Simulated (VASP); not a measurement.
# InBiO4 (P4/mmm) in VASP: further runs

One crystal, InBiO4, is run at these levels: PBE; tasks: relaxation of cell and atoms.

Program: VASP 6.6.1. These are calculated values, not measurements. Logs are shortened: lines on timing, memory, paths and dates and some standing lists are left out, and cuts for length are marked.

## Step 1: The structure

The structure is tetragonal, space group P4/mmm (No. 123). Conventional cell: a = 3.757 Å, b = 3.757 Å, c = 5.346 Å, α = 90.00°, β = 90.00°, γ = 90.00°. In (site symmetry 4/mmm) has 8 O at 2.32 Å as nearest neighbours. Bi (site symmetry 4/mmm) is surrounded by 8 O at 2.29 Å. O (site symmetry 2mm) is surrounded by 2 Bi at 2.29 Å and 2 In at 2.32 Å and 1 O at 2.63 Å.

The cell was built by a generator and needn't be a form met in nature.

## Step 2: Relaxation of cell and atoms, PBE

File INCAR:

```
SYSTEM = InBiO4
ALGO = Normal ; EDIFF = 1E-6
EDIFFG = -0.01 ; ENCUT = 520
GGA = PE ; IBRION = 2
ISIF = 3 ; ISMEAR = 0
KPAR = 4 ; LASPH = .True.
LCHARG = .False. ; LREAL = .False.
LWAVE = .False. ; NELM = 120
NSW = 90 ; PREC = Accurate
SIGMA = 0.1
```

File KPOINTS:

```
k-points
0
Gamma
  8 8 6
  0 0 0
```

File POSCAR:

```
InBiO4
1.0
    3.7570000000      0.0000000000      0.0000000000
    0.0000000000      3.7570000000      0.0000000000
    0.0000000000      0.0000000000      5.3460000000
In Bi O
1 1 4
Direct
    0.0000000000      0.0000000000      0.5000000000
    0.5000000000      0.5000000000      0.0000000000
    0.0000000000      0.5000000000      0.7538346400
    0.5000000000      0.0000000000      0.2461653600
    0.0000000000      0.5000000000      0.2461653600
    0.5000000000      0.0000000000      0.7538346400
```

Potentials or basis: VASP PAW PBE potentials, release 64 (In_d, Bi_d, O).

On the command line:

```sh
$ cat potpaw_PBE.64/In_d/POTCAR potpaw_PBE.64/Bi_d/POTCAR potpaw_PBE.64/O/POTCAR > POTCAR
$ mpirun -np 4 vasp_std > vasp.out
```

OUTCAR:

```text
SYSTEM = InBiO4
   EDIFF = 1E-6
   EDIFFG = -0.01
   ENCUT = 520
   GGA = PE
   IBRION = 2
   ISIF = 3
   ISMEAR = 0
   LASPH = .True.
   LREAL = .False.
   NELM = 120
   NSW = 90
   PREC = Accurate

 ion  position               nearest neighbor table
   1  0.000  0.000  0.500-   3 2.32   4 2.32   5 2.32   6 2.32   3 2.32   5 2.32   4 2.32   6 2.32
                             2 3.77   2 3.77   2 3.77   2 3.77   2 3.77   2 3.77   2 3.77   2 3.77
   2  0.500  0.500  0.000-   3 2.29   4 2.29   5 2.29   6 2.29   4 2.29   6 2.29   3 2.29   5 2.29
                             1 3.77   1 3.77   1 3.77   1 3.77   1 3.77   1 3.77   1 3.77   1 3.77
   3  0.000  0.500  0.754-   2 2.29   2 2.29   1 2.32   1 2.32
   4  0.500  0.000  0.246-   2 2.29   2 2.29   1 2.32   1 2.32
   5  0.000  0.500  0.246-   2 2.29   2 2.29   1 2.32   1 2.32
   6  0.500  0.000  0.754-   2 2.29   2 2.29   1 2.32   1 2.32

  LATTYP: Found a simple tetragonal cell.
 ALAT       =     3.7570000000
 C/A-ratio  =     1.4229438382

  Lattice vectors:

 A1 = (   3.7570000000,   0.0000000000,   0.0000000000)
 A2 = (   0.0000000000,   3.7570000000,   0.0000000000)
 A3 = (   0.0000000000,   0.0000000000,   5.3460000000)

Analysis of symmetry for initial positions (statically):
=====================================================================
 Subroutine PRICEL returns:
 Original cell was already a primitive cell.

 Routine SETGRP: Setting up the symmetry group for a
 simple tetragonal supercell.

 Subroutine GETGRP returns: Found 16 space group operations
 (whereof 16 operations were pure point group operations)
 out of a pool of 16 trial point group operations.

The static configuration has the point symmetry D_4h.

Analysis of symmetry for dynamics (positions and initial velocities):
=====================================================================
 Subroutine PRICEL returns:
 Original cell was already a primitive cell.

 Routine SETGRP: Setting up the symmetry group for a
 simple tetragonal supercell.

 Subroutine GETGRP returns: Found 16 space group operations
 (whereof 16 operations were pure point group operations)
 out of a pool of 16 trial point group operations.

The dynamic configuration has the point symmetry D_4h.

 Subroutine INISYM returns: Found 16 space group operations
 (whereof 16 operations are pure point group operations),
 and found     1 'primitive' translations

----------------------------------------------------------------------------------------

                                     Primitive cell

  volume of cell :      75.4591

  direct lattice vectors                    reciprocal lattice vectors
     3.757000000  0.000000000  0.000000000     0.266169816  0.000000000  0.000000000
     0.000000000  3.757000000  0.000000000     0.000000000  0.266169816  0.000000000
     0.000000000  0.000000000  5.346000000     0.000000000  0.000000000  0.187055743

  length of vectors
     3.757000000  3.757000000  5.346000000     0.266169816  0.266169816  0.187055743

  position of ions in fractional coordinates (direct lattice)
     0.000000000  0.000000000  0.500000000
     0.500000000  0.500000000  0.000000000
     0.000000000  0.500000000  0.753834640
     0.500000000  0.000000000  0.246165360
     0.000000000  0.500000000  0.246165360
     0.500000000  0.000000000  0.753834640

  ion indices of the primitive-cell ions
   primitive index   ion index
                 1           1
                 2           2
                 3           3
                 4           4
                 5           5
                 6           6

----------------------------------------------------------------------------------------

 KPOINTS: k-points

Automatic generation of k-mesh.
 Grid dimensions read from file:
 generate k-points for:    8    8    6

 Generating k-lattice:

  Cartesian coordinates                     Fractional coordinates (reciprocal lattice)
     0.033271227  0.000000000  0.000000000     0.125000000  0.000000000  0.000000000
     0.000000000  0.033271227  0.000000000     0.000000000  0.125000000  0.000000000
     0.000000000  0.000000000  0.031175957     0.000000000  0.000000000  0.166666667

  Length of vectors
     0.033271227  0.033271227  0.031175957

  Shift w.r.t. Gamma in fractional coordinates (k-lattice)
     0.000000000  0.000000000  0.000000000

 Subroutine IBZKPT returns following result:
 ===========================================

 Found     60 irreducible k-points:

 Following reciprocal coordinates:
            Coordinates               Weight
  0.000000  0.000000  0.000000      1.000000
  0.125000  0.000000  0.000000      4.000000
  0.250000  0.000000  0.000000      4.000000
  0.375000  0.000000  0.000000      4.000000
  0.500000  0.000000  0.000000      2.000000
  0.125000  0.125000  0.000000      4.000000
[... 16 lines left out ...]
  0.375000  0.125000  0.166667     16.000000
  0.500000  0.125000  0.166667      8.000000
 [... further k-points ...]
   k-points           NKPTS =     60   k-points in BZ     NKDIM =     60   number of bands    NBANDS=     31
   number of dos      NEDOS =    301   number of ions     NIONS =      6
   total plane-waves  NPLWV =  31360
   dimension x,y,z NGX =    28 NGY =   28 NGZ =   40
   dimension x,y,z NGXF=    56 NGYF=   56 NGZF=   80
   ions per type =               1   1   4
   NGX,Y,Z   is equivalent  to a cutoff of  12.39, 12.39, 12.44 a.u.
   NGXF,Y,Z  is equivalent  to a cutoff of  24.78, 24.78, 24.88 a.u.
 SYSTEM =  InBiO4
   PREC   = accura    normal or accurate (medium, high low for compatibility)
   ISTART =      0    job   : 0-new  1-cont  2-samecut
   ICHARG =      2    charge: 1-file 2-atom 10-const
   ISPIN  =      1    spin polarized calculation?
   LNONCOLLINEAR =      F non collinear calculations
   LSORBIT =      F    spin-orbit coupling
   LASPH  =      T    aspherical Exc in radial PAW
   ENCUT  =  520.0 eV  38.22 Ry    6.18 a.u.   6.99  6.99  9.94*2*pi/ulx,y,z
   NELM   =    120;   NELMIN=  2; NELMDL= -5     # of ELM steps
   EDIFF  = 0.1E-05   stopping-criterion for ELM
   LREAL  =      F    real-space projection
   EDIFFG = -.1E-01   stopping-criterion for IOM
   NSW    =     90    number of steps for IOM
   IBRION =      2    ionic relax: 0-MD 1-quasi-New 2-CG
   NFREE  =      1    steps in history (QN), initial steepest desc. (CG)
   ISIF   =      3    stress and relaxation
   ISYM   =      2    0-nonsym 1-usesym 2-fastsym
   POTIM  = 0.5000    time-step for ionic-motion
   TEBEG  =    0.0;   TEEND  =   0.0 temperature during run
   PSTRESS=    0.0 pullay stress
   NELECT =      52.0000    total number of electrons
   NUPDOWN=      -1.0000    fix difference up-down
   EMIN   =  10.00;   EMAX   =-10.00  energy-range for DOS
   EFERMI =   0.00;   METHOD = LEGACY
   ISMEAR =     0;   SIGMA  =   0.10  broadening in eV -4-tet -1-fermi 0-gaus
   EFERMI_NEDOS =   21; number of points for ismear=-14 and -15
   IALGO  =     38    algorithm
   IMIX   =      4    mixing-type and parameters
     AMIX     =   0.40;   BMIX     =  1.00
     AMIX_MAG =   1.60;   BMIX_MAG =  1.00
  volume/ion in A,a.u.               =      12.58        84.87
  Fermi-wavevector in a.u.,A,eV,Ry     =   1.446013  2.732568 28.449146  2.090953
  Thomas-Fermi vector in A             =   2.564130
   LORBIT       =      0    0 simple, 1 ext, 2 COOP (PROOUT), +10 PAW based schemes
   GGA     = PE    functional components
   LHFCALC =     F    Hartree Fock is set to
   AEXX    =    0.0000 exact exchange contribution
   IVDW    =     0    specifies the selected vdW correction
   LEPSILON=     F    determine dielectric tensor
   LRPA    =     F    only Hartree local field effects (RPA)
 conjugate gradient relaxation of ions
 non-spin polarized calculation
 Gauss-broadening in eV      SIGMA  =   0.10
  energy-cutoff  :      520.00
  volume of cell :       75.46
 maximum number of plane-waves:      2072
 NGX is ok and might be reduce to    28
   NGX = 13   NGY = 13   NGZ = 19

--------------------------------------- Ionic step        1  -------------------------------------------

 number of electron      51.9999992 magnetization

 Free energy of the ion-electron system (eV)
  ---------------------------------------------------
  ext. energy  EPLUGINS =         0.00000000
  ---------------------------------------------------
  free energy    TOTEN  =       -32.14732099 eV

  energy without entropy =      -32.13846394  energy(sigma->0) =      -32.14289246

------------------------ aborting loop because EDIFF is reached ----------------------------------------

  FORCE on cell =-STRESS in cart. coord.  units (eV):
  Direction    XX          YY          ZZ          XY          YZ          ZX
  --------------------------------------------------------------------------------------
  -------------------------------------------------------------------------------------
  Total       -0.0564530     -0.0564530     -0.3380407      0.0000000      0.0000000      0.0000000
  in kB       -1.1986336     -1.1986336     -7.1774176      0.0000000      0.0000000      0.0000000
  external PRESSURE =      -3.1915616 kB  Pullay stress =       0.0000000 kB
[... 65 lines left out ...]
  energy  without entropy=      -32.1388362885  energy(sigma->0) =      -32.14323747

--------------------------------------- Ionic step        3  -------------------------------------------

 number of electron      51.9999994 magnetization

 Free energy of the ion-electron system (eV)
  ---------------------------------------------------
  ext. energy  EPLUGINS =         0.00000000
  ---------------------------------------------------
  free energy    TOTEN  =       -32.14768800 eV

  energy without entropy =      -32.13887239  energy(sigma->0) =      -32.14328019

 E-fermi :   6.2216     XC(G=0): -11.2463

 val. band max:        6.1998938301   @ k =   0.2500   0.2500   0.0000
 cond. band min:       6.2276820692   @ k =   0.5000   0.3750   0.3333
 fundamental gap:      0.0277882391
 Fermi energy:         6.2216310210

 k-point     1 :       0.0000    0.0000    0.0000
  band No.  band energies     occupation
      1     -16.2487      2.00000
      2     -16.0125      2.00000
      3     -16.0079      2.00000
      4     -16.0079      2.00000
      5     -15.9404      2.00000
      6     -12.7149      2.00000
[... 805 lines left out ...]
     30      13.1584      0.00000
     31      14.0549      0.00000

 [... further k-points ...]

------------------------ aborting loop because EDIFF is reached ----------------------------------------

  FORCE on cell =-STRESS in cart. coord.  units (eV):
  Direction    XX          YY          ZZ          XY          YZ          ZX
  --------------------------------------------------------------------------------------
  -------------------------------------------------------------------------------------
  Total        0.0501289      0.0501289     -0.0091459      0.0000000      0.0000000      0.0000000
  in kB        1.0672468      1.0672468     -0.1947175      0.0000000      0.0000000      0.0000000
  external PRESSURE =       0.6465920 kB  Pullay stress =       0.0000000 kB
[... 21 lines left out ...]
  FREE ENERGIE OF THE ION-ELECTRON SYSTEM (eV)
  ---------------------------------------------------
  free  energy   TOTEN  =       -32.1476879968 eV

  energy  without entropy=      -32.1388723930  energy(sigma->0) =      -32.14328019

 reached required accuracy - stopping structural energy minimisation
```

Wall time 52 s (4 MPI ranks of Intel Xeon Platinum 8488C (Sapphire Rapids), shared host); peak memory 0.26 GiB.

What came out:

- Free energy: -32.1477 eV
- Relaxed volume: 12.54 Å³/atom
- Relaxed cell: a = 3.756 Å, b = 3.756 Å, c = 5.335 Å, α = 90.00°, β = 90.00°, γ = 90.00°
- Space group after relaxing (to 0.05 Å): P4/mmm (No. 123)
- Energy gained by relaxing: 0.1 meV/atom
- Ionic steps: 3
- Pressure after relaxing: 0.1 GPa
- Largest force after relaxing: 0.007 eV/Å
- Band gap on the k mesh: none (metal or under the smearing width)

Forces on the atoms (eV/Å):
```
In   0.000  0.000  0.000
Bi   0.000  0.000  0.000
O    0.000  0.000 -0.007
O    0.000  0.000  0.007
O    0.000  0.000  0.007
O    0.000  0.000 -0.007
```

Stress tensor (GPa, compression positive):
```
 0.11  0.00  0.00
 0.00  0.11  0.00
 0.00  0.00 -0.02
```

Step by step:
| step | energy change (eV) | largest force (eV/Å) | pressure (GPa) | volume (Å³) |
| --- | --- | --- | --- | --- |
| 1 | 0.0000 | 0.0021 | -0.32 | 75.46 |
| 2 | -0.0003 | 0.0103 | 0.17 | 75.19 |
| 3 | -0.0004 | 0.0070 | 0.06 | 75.25 |

Final structure:
```
In Bi O
1.0
     3.75573    0.00000    0.00000
     0.00000    3.75573    0.00000
     0.00000    0.00000    5.33514
In Bi O
1 1 4
Direct
  0.00000 0.00000 0.50000
  0.50000 0.50000 0.00000
  0.00000 0.50000 0.75385
  0.50000 0.00000 0.24615
  0.00000 0.50000 0.24615
  0.50000 0.00000 0.75385
```

Levels at points of the mesh, in eV from the Fermi level:
| k point | band 24 | band 25 | band 26 | band 27 | band 28 | band 29 |
| --- | --- | --- | --- | --- | --- | --- |
| (0.00, 0.00, 0.00) | -1.22 | -0.23 | -0.18 | -0.18 | 3.40 | 4.92 |
| (0.50, 0.00, 0.00) | -1.16 | -0.47 | -0.45 | 1.24 | 4.89 | 6.80 |
| (0.50, 0.50, 0.00) | -0.21 | 0.02 | 0.04 | 0.52 | 4.45 | 5.99 |
| (0.00, 0.00, 0.50) | -0.63 | -0.62 | -0.62 | -0.07 | 3.36 | 4.83 |
| (0.50, 0.00, 0.50) | -1.89 | -1.48 | -1.44 | 1.69 | 5.36 | 6.95 |
| (0.50, 0.50, 0.50) | -0.31 | -0.15 | 0.21 | 1.11 | 5.31 | 7.44 |

Caveat: spin-orbit coupling is left out, which moves the levels of the heavy elements.

## Step 3: Relaxation of cell and atoms, PBE

This run uses another cell than the first one, of 12.54 Å³/atom, 0.997 times its volume.

File INCAR:

```
SYSTEM = InBiO4
ALGO = Normal ; EDIFF = 1E-7
EDIFFG = -0.005 ; ENCUT = 520
GGA = PE ; IBRION = 2
ISIF = 3 ; ISMEAR = 0
KPAR = 4 ; LASPH = .True.
LCHARG = .False. ; LREAL = .False.
LWAVE = .False. ; NELM = 120
NSW = 60 ; POTIM = 0.3
PREC = Accurate ; SIGMA = 0.1
```

KPOINTS is that of step 2.

File POSCAR:

```
InBiO4                                  
1.0
    3.7557256451      0.0000000000      0.0000000000
    0.0000000000      3.7557256451      0.0000000000
   -0.0000000000      0.0000000000      5.3351417477
  In              Bi              O             
     1     1     4
Direct
     0.0000000000000000    0.0000000000000000    0.5000000000000000
     0.5000000000000000    0.5000000000000000    0.0000000000000000
     1.0000000000000000    0.5000000000000000    0.7538487566859232
     0.5000000000000000    0.0000000000000000    0.2461512433140768
     0.0000000000000000    0.5000000000000000    0.2461512433140768
     0.5000000000000000    0.0000000000000000    0.7538487566859232
```

Potentials or basis: VASP PAW PBE potentials, release 64 (In_d, Bi_d, O).

On the command line:

```sh
$ cat potpaw_PBE.64/In_d/POTCAR potpaw_PBE.64/Bi_d/POTCAR potpaw_PBE.64/O/POTCAR > POTCAR
$ mpirun -np 4 vasp_std > vasp.out
```

OUTCAR:

```text
SYSTEM = InBiO4
   EDIFF = 1E-7
   EDIFFG = -0.005
   ENCUT = 520
   GGA = PE
   IBRION = 2
   ISIF = 3
   ISMEAR = 0
   LASPH = .True.
   LREAL = .False.
   NELM = 120
   NSW = 60
   POTIM = 0.3
   PREC = Accurate

 ion  position               nearest neighbor table
   1  0.000  0.000  0.500-   3 2.32   4 2.32   5 2.32   6 2.32   3 2.32   5 2.32   4 2.32   6 2.32
                             2 3.76   2 3.76   2 3.76   2 3.76   2 3.76   2 3.76   2 3.76   2 3.76
   2  0.500  0.500  0.000-   3 2.29   4 2.29   5 2.29   6 2.29   4 2.29   6 2.29   3 2.29   5 2.29
                             1 3.76   1 3.76   1 3.76   1 3.76   1 3.76   1 3.76   1 3.76   1 3.76
   3  0.000  0.500  0.754-   2 2.29   2 2.29   1 2.32   1 2.32
   4  0.500  0.000  0.246-   2 2.29   2 2.29   1 2.32   1 2.32
   5  0.000  0.500  0.246-   2 2.29   2 2.29   1 2.32   1 2.32
[... 1080 lines left out ...]
  in kB        0.2275196      0.2275196     -0.3474153      0.0000000     -0.0000000      0.0000000
  external PRESSURE =       0.0358746 kB  Pullay stress =       0.0000000 kB

 VOLUME and BASIS-vectors are now :
 -----------------------------------------------------------------------------
  energy-cutoff  :      520.00
  volume of cell :       75.28
      direct lattice vectors                 reciprocal lattice vectors
     3.756596324  0.000000000 -0.000000000     0.266198418  0.000000000  0.000000000
     0.000000000  3.756596324 -0.000000000     0.000000000  0.266198418  0.000000000
    -0.000000000 -0.000000000  5.334814926     0.000000000  0.000000000  0.187447927

 POSITION                                       TOTAL-FORCE (eV/Angst)
 -----------------------------------------------------------------------------------
      3.75660     -0.00000      2.66741        -0.000000      0.000000      0.000000
      1.87830      1.87830     -0.00000        -0.000000      0.000000      0.000000
      3.75660      1.87830      4.02144         0.000000      0.000000     -0.004391
      1.87830     -0.00000      1.31338        -0.000000     -0.000000      0.004391
      3.75660      1.87830      1.31338        -0.000000     -0.000000      0.004391
      1.87830      3.75660      4.02144         0.000000      0.000000     -0.004391
 -----------------------------------------------------------------------------------
    total drift:                                0.000000      0.000000      0.000000

  FREE ENERGIE OF THE ION-ELECTRON SYSTEM (eV)
  ---------------------------------------------------
  free  energy   TOTEN  =       -32.1473892382 eV

  energy  without entropy=      -32.1385414009  energy(sigma->0) =      -32.14296532

 reached required accuracy - stopping structural energy minimisation
```

OSZICAR:

```text
N       E                     dE             d eps       ncg     rms          rms(c)
DAV:   1     0.661518563217E+03    0.66152E+03   -0.27124E+04  3765   0.225E+03
[... 16 lines left out ...]
DAV:   1    -0.321474606523E+02   -0.90542E-04   -0.37036E-03  4746   0.698E-01    0.582E-02
DAV:   2    -0.321474044470E+02    0.56205E-04   -0.18888E-04  4831   0.159E-01    0.232E-02
DAV:   3    -0.321473916393E+02    0.12808E-04   -0.37382E-05  5046   0.961E-02    0.709E-03
DAV:   4    -0.321473900221E+02    0.16172E-05   -0.49663E-06  5824   0.253E-02    0.311E-03
DAV:   5    -0.321473896818E+02    0.34035E-06   -0.63564E-07  4163   0.620E-03    0.229E-03
DAV:   6    -0.321473892029E+02    0.47884E-06   -0.71770E-08  2805   0.289E-03    0.411E-04
DAV:   7    -0.321473892382E+02   -0.35276E-07   -0.21626E-08  2196   0.185E-03
   2 F= -.32147389E+02 E0= -.32142965E+02  d E =-.191251E-04
```

It took 43 s on 4 MPI ranks of Intel Xeon Platinum 8488C (Sapphire Rapids), shared host; peak memory 0.27 GiB.

What came out:

* Free energy: -32.1474 eV
* Relaxed volume: 12.55 Å³/atom
* Relaxed cell: a = 3.757 Å, b = 3.757 Å, c = 5.335 Å, α = 90.00°, β = 90.00°, γ = 90.00°
* Space group after relaxing (to 0.05 Å): P4/mmm (No. 123)
* Energy gained by relaxing: 0.0 meV/atom
* Ionic steps: 2
* Pressure after relaxing: 0.0 GPa
* Largest force after relaxing: 0.004 eV/Å
* Band gap on the k mesh: none (metal or under the smearing width)

Forces in eV/Å, atoms in the order of the input:
```
In   0.000  0.000  0.000
Bi   0.000  0.000  0.000
O    0.000  0.000 -0.004
O    0.000  0.000  0.004
O    0.000  0.000  0.004
O    0.000  0.000 -0.004
```

Final structure:
```cif
data_structure
_symmetry_space_group_name_H-M 'P 1'
_symmetry_Int_Tables_number 1
_cell_length_a 3.7566
_cell_length_b 3.7566
_cell_length_c 5.3348
_cell_angle_alpha 90.000
_cell_angle_beta 90.000
_cell_angle_gamma 90.000
_cell_volume 75.28
loop_
_atom_site_label
_atom_site_type_symbol
_atom_site_fract_x
_atom_site_fract_y
_atom_site_fract_z
_atom_site_occupancy
In1 In 0.00000 0.00000 0.50000 1
Bi1 Bi 0.50000 0.50000 0.00000 1
O1 O 0.00000 0.50000 0.75381 1
O2 O 0.50000 0.00000 0.24619 1
O3 O 0.00000 0.50000 0.24619 1
O4 O 0.50000 0.00000 0.75381 1
```

Caveat: spin-orbit coupling is left out, which moves the levels of the heavy elements.
